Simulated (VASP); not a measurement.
Computed with G0W0 on PBE orbitals, VASP's PBE PAW potentials (set 64) (plane waves; VASP).

A VASP calculation is set up with these files.

### POSCAR
```
LiF
1.9877670
  0.0000000000   1.0000000000   1.0000000000
  1.0000000000   0.0000000000   1.0000000000
  1.0000000000   1.0000000000   0.0000000000
Li F
1 1
Cartesian
  0.0000000000   0.0000000000   0.0000000000
  1.0000000000   1.0000000000   1.0000000000
```

**KPOINTS**
```
Automatic mesh
0
Gamma
4 4 4
0 0 0
```

### INCAR
```
# general
SYSTEM     =LiF
PREC       =Normal
ENCUT      =500
LREAL      =.False.
LASPH      =.True.
NBANDS     =160

# electronic loop
ALGO       =EVGW0

# smearing
ISMEAR     =0
SIGMA      =0.01

# functional
GGA        =PE

# output
LWAVE      =.False.
LCHARG     =.False.

# other
NELMGW     =1
NOMEGA     =64
ENCUTGW    =200
NBANDSGW   =13
LSPECTRALGW=.True.
```

POTCAR, in this order: Li_sv_GW F_GW_new (PBE.64 set). Program: vasp_std. Read from the step before: WAVECAR, WAVEDER.

The run wrote:

OSZICAR:
```
energies w=
    0.000    0.000    1.060    0.000    2.117    0.000    3.170    0.000
    4.216    0.000    5.253    0.000    6.279    0.000    7.294    0.000
    8.297    0.000    9.286    0.000   10.261    0.000   11.224    0.000
   12.173    0.000   13.109    0.000   14.033    0.000   14.947    0.000
   15.851    0.000   16.747    0.000   17.636    0.000   18.520    0.000
   19.400    0.000   20.279    0.000   21.158    0.000   22.039    0.000
   22.924    0.000   23.816    0.000   24.717    0.000   25.629    0.000
   26.555    0.000   27.499    0.000   28.463    0.000   29.451    0.000
   30.466    0.000   31.513    0.000   32.596    0.000   33.721    0.000
   34.894    0.000   36.120    0.000   37.408    0.000   38.766    0.000
   40.205    0.000   41.734    0.000   43.369    0.000   45.124    0.000
   47.020    0.000   49.077    0.000   51.323    0.000   53.791    0.000
   56.521    0.000   59.563    0.000   62.980    0.000   66.852    0.000
   71.282    0.000   76.405    0.000   82.406    0.000   89.532    0.000
   98.138    0.000  108.736    0.000  122.104    0.000  139.479    0.000
  162.954    0.000  196.377    0.000  247.671    0.000  336.190    0.000
NQ=   1    0.0000    0.0000    0.0000,
 performed        132000 updates of chi_q(r,r)
NQ=   2    0.2500    0.0000    0.0000,
 performed        414000 updates of chi_q(r,r)
NQ=   3    0.5000    0.0000    0.0000,
 performed        621000 updates of chi_q(r,r)
NQ=   4    0.2500    0.2500    0.0000,
 performed        874000 updates of chi_q(r,r)
NQ=   5    0.5000    0.2500    0.0000,
 performed       1222000 updates of chi_q(r,r)
NQ=   6   -0.2500    0.2500    0.0000,
 performed       1529000 updates of chi_q(r,r)
NQ=   7    0.5000    0.5000    0.0000,
 performed       1719000 updates of chi_q(r,r)
NQ=   8   -0.2500    0.5000    0.2500,
 performed       1976000 updates of chi_q(r,r)
 resolving degeneracies of screened two electron integrals
```

File OUTCAR:
```


 k-point   1 :       0.0000    0.0000    0.0000
  band No.  KS-energies  QP-energies   sigma(KS)   V_xc(KS)     V^pw_x(r,r')   Z            occupation Imag(sigma)

      1     -41.5703     -51.3006     -38.8265     -27.4772     -43.2559       0.8573       2.0000       0.1680
      2     -20.8344     -25.1103     -28.0163     -22.5397     -36.7502       0.7808       2.0000       1.0760
      3      -0.7616      -3.6743     -26.5436     -22.9636     -30.8234       0.8136       2.0000       0.1214
      4      -0.7616      -3.6743     -26.5436     -22.9636     -30.8234       0.8136       2.0000       0.1214
      5      -0.7616      -3.6743     -26.5436     -22.9636     -30.8234       0.8136       2.0000       0.1214
      6       8.6576      10.2356     -10.0305     -11.8206      -6.7445       0.8815       0.0000      -0.0695
      7      23.7067      25.8758      -7.4356      -9.9719      -3.0178       0.8552       0.0000      -0.1682
      8      23.7067      25.8758      -7.4356      -9.9719      -3.0178       0.8552       0.0000      -0.1682
      9      23.7067      25.8758      -7.4356      -9.9719      -3.0178       0.8552       0.0000      -0.1682
     10      23.9703      25.5215      -6.8270      -8.6119      -2.7805       0.8691       0.0000      -0.1757
     11      23.9703      25.5215      -6.8270      -8.6119      -2.7805       0.8691       0.0000      -0.1757
     12      23.9703      25.5215      -6.8270      -8.6119      -2.7805       0.8691       0.0000      -0.1757
     13      27.0348      27.9370      -5.7027      -6.7526      -1.1156       0.8594       0.0000      -0.5400

 k-point   2 :       0.2500    0.0000    0.0000
  band No.  KS-energies  QP-energies   sigma(KS)   V_xc(KS)     V^pw_x(r,r')   Z            occupation Imag(sigma)

      1     -41.5331     -51.2942     -38.9028     -27.5338     -43.3095       0.8586       2.0000       0.1489
      2     -20.6097     -24.7640     -28.1673     -22.7228     -36.8991       0.7630       2.0000       1.0402
      3      -2.1907      -5.3534     -24.7930     -20.8975     -28.9838       0.8119       2.0000       0.1323
      4      -0.8821      -3.8229     -26.4321     -22.8172     -30.7149       0.8135       2.0000       0.1222
      5      -0.8821      -3.8229     -26.4321     -22.8172     -30.7149       0.8135       2.0000       0.1222
      6       9.8934      11.5847      -9.9545     -11.8820      -6.6337       0.8775       0.0000      -0.0717
      7      17.5371      19.3653      -8.7667     -10.8864      -4.9139       0.8625       0.0000      -0.1080
      8      20.1529      22.1097      -7.1008      -9.3416      -3.1046       0.8732       0.0000      -0.1064
      9      20.1529      22.1097      -7.1008      -9.3416      -3.1046       0.8732       0.0000      -0.1064
     10      26.8512      28.4682      -7.0076      -8.9211      -2.4331       0.8450       0.0000      -0.3251
     11      27.2798      28.9218      -7.1337      -9.0456      -2.7724       0.8588       0.0000      -0.2912
     12      27.2798      28.9218      -7.1337      -9.0456      -2.7724       0.8588       0.0000      -0.2912
     13      35.2874      37.7138      -8.7417     -11.4779      -3.7849       0.8868       0.0000      -0.8393

 k-point   3 :       0.5000    0.0000    0.0000
  band No.  KS-energies  QP-energies   sigma(KS)   V_xc(KS)     V^pw_x(r,r')   Z            occupation Imag(sigma)

      1     -41.4986     -51.2960     -38.9831     -27.5958     -43.3680       0.8604       2.0000       0.1300
      2     -20.3716     -24.4332     -28.3557     -22.9474     -37.0884       0.7510       2.0000       1.0062
      3      -3.3986      -6.7694     -23.6790     -19.5110     -27.8962       0.8087       2.0000       0.1487
      4      -0.9974      -3.9586     -26.3409     -22.6934     -30.6309       0.8119       2.0000       0.1231
      5      -0.9974      -3.9586     -26.3409     -22.6934     -30.6309       0.8119       2.0000       0.1231
      6      10.2214      11.7931      -7.9172      -9.6909      -4.4877       0.8862       0.0000      -0.0712
      7      16.4409      18.6640     -12.1098     -14.7382      -8.2766       0.8458       0.0000      -0.1154
      8      18.4428      20.3483      -6.9107      -9.0753      -3.0585       0.8803       0.0000      -0.0900
      9      18.4428      20.3483      -6.9107      -9.0753      -3.0585       0.8803       0.0000      -0.0900
     10      30.4803      31.9027      -7.3068      -8.9414      -2.4967       0.8702       0.0000      -0.6312
     11      30.9797      32.7786      -8.5524     -10.6314      -3.4342       0.8652       0.0000      -0.7729
     12      30.9797      32.7786      -8.5524     -10.6314      -3.4342       0.8652       0.0000      -0.7729
     13      33.4811      35.6384      -7.4784      -9.8562      -2.9715       0.9072       0.0000      -0.6819

 k-point   4 :       0.2500    0.2500    0.0000
  band No.  KS-energies  QP-energies   sigma(KS)   V_xc(KS)     V^pw_x(r,r')   Z            occupation Imag(sigma)

      1     -41.5259     -51.2935     -38.9249     -27.5568     -43.3301       0.8592       2.0000       0.1457
      2     -20.5081     -24.6325     -28.2783     -22.8411     -37.0037       0.7586       2.0000       1.0231
      3      -2.2590      -5.3980     -24.5208     -20.6520     -28.6583       0.8114       2.0000       0.1317
      4      -1.3010      -4.3059     -25.8740     -22.1683     -30.1366       0.8109       2.0000       0.1254
      5      -1.3010      -4.3059     -25.8740     -22.1683     -30.1366       0.8109       2.0000       0.1254
      6      11.0052      12.8779     -11.3062     -13.4630      -8.0189       0.8683       0.0000      -0.0756
      7      18.2415      19.5643      -6.3133      -7.8237      -2.5403       0.8758       0.0000      -0.1047
      8      19.3618      21.2625      -7.5533      -9.7241      -3.6324       0.8756       0.0000      -0.0988
      9      20.2806      22.3851      -8.4169     -10.8687      -4.2697       0.8583       0.0000      -0.1267
     10      20.2806      22.3851      -8.4169     -10.8687      -4.2697       0.8583       0.0000      -0.1267
     11      32.9494      34.8712      -6.9721      -9.1012      -2.3327       0.9026       0.0000      -0.6146
     12      32.9494      34.8712      -6.9721      -9.1012      -2.3327       0.9026       0.0000      -0.6146
     13      33.5496      35.6826      -7.6808      -9.9993      -3.2196       0.9200       0.0000      -0.5667

 k-point   5 :       0.5000    0.2500    0.0000
  band No.  KS-energies  QP-energies   sigma(KS)   V_xc(KS)     V^pw_x(r,r')   Z            occupation Imag(sigma)

      1     -41.4908     -51.3086     -38.9928     -27.6119     -43.3810       0.8627       2.0000       0.1299
      2     -20.2282     -24.2941     -28.5514     -23.1414     -37.2682       0.7516       2.0000       0.9844
      3      -3.2547      -6.5674     -23.5142     -19.4248     -27.6783       0.8101       2.0000       0.1456
      4      -1.9902      -5.1112     -24.9031     -21.0608     -29.1014       0.8123       2.0000       0.1306
      5      -1.4220      -4.4541     -25.7620     -22.0240     -30.0277       0.8112       2.0000       0.1265
      6      12.5006      14.3626      -9.9001     -12.0385      -6.4593       0.8708       0.0000      -0.0799
      7      15.3973      17.3647      -9.9119     -12.1934      -6.2478       0.8623       0.0000      -0.0960
      8      18.4064      20.3472      -8.8803     -11.1150      -4.9937       0.8685       0.0000      -0.1005
      9      19.2277      21.3330      -8.2407     -10.6759      -4.2162       0.8645       0.0000      -0.1089
     10      23.7695      25.4883      -7.5477      -9.5640      -3.2209       0.8524       0.0000      -0.2105
     11      32.9954      35.1301      -7.6849     -10.0293      -2.9318       0.9106       0.0000      -0.7839
     12      33.6648      35.6861      -7.9155     -10.1085      -3.0358       0.9217       0.0000      -0.8574
     13      37.0053      39.4917      -8.6202     -11.3868      -3.6501       0.8987       0.0000      -0.9955

 k-point   6 :      -0.2500    0.2500    0.0000
  band No.  KS-energies  QP-energies   sigma(KS)   V_xc(KS)     V^pw_x(r,r')   Z            occupation Imag(sigma)

      1     -41.5024     -51.2864     -38.9772     -27.5967     -43.3677       0.8597       2.0000       0.1331
      2     -20.3447     -24.4228     -28.4155     -23.0004     -37.1401       0.7531       2.0000       1.0016
      3      -2.7119      -5.9596     -24.2594     -20.2563     -28.4482       0.8113       2.0000       0.1387
      4      -2.1710      -5.3164     -24.6227     -20.7476     -28.8102       0.8117       2.0000       0.1327
      5      -1.0189      -3.9784     -26.2931     -22.6462     -30.5762       0.8115       2.0000       0.1232
      6      11.6228      13.4428      -9.8191     -11.9038      -6.4029       0.8731       0.0000      -0.0771
      7      15.3284      17.2347      -9.4124     -11.6108      -5.7729       0.8671       0.0000      -0.0925
      8      19.0514      21.0509      -7.2773      -9.5605      -3.3431       0.8757       0.0000      -0.0973
      9      19.1772      21.2399      -9.5323     -11.9296      -5.5278       0.8604       0.0000      -0.1138
     10      28.6844      30.2378      -6.9014      -8.6930      -2.5273       0.8670       0.0000      -0.3546
     11      28.9176      30.6503      -6.8227      -8.8481      -2.1968       0.8555       0.0000      -0.4160
     12      28.9880      30.7037      -7.8994      -9.8641      -3.1610       0.8733       0.0000      -0.5754
     13      36.9867      39.4284      -8.0918     -10.8406      -3.4872       0.8883       0.0000      -0.6318

 k-point   7 :       0.5000    0.5000    0.0000
  band No.  KS-energies  QP-energies   sigma(KS)   V_xc(KS)     V^pw_x(r,r')   Z            occupation Imag(sigma)

      1     -41.4798     -51.3045     -38.9985     -27.6231     -43.3892       0.8637       2.0000       0.1297
      2     -20.0751     -24.1328     -28.7608     -23.3510     -37.4641       0.7501       2.0000       0.9604
      3      -3.9338      -7.3177     -22.5906     -18.4165     -26.7165       0.8107       2.0000       0.1552
...
```
(Selected blocks of OUTCAR.)

The mesh is coarse and the basis finite, so the quasiparticle values are not converged.

The compound is LiF in the rock salt structure. This cell is one point of a volume scan, at 0.96 of the reference volume. The k-mesh is coarse (spacing up to 0.68 per Å, 2π included), so the numbers may not be converged in it.
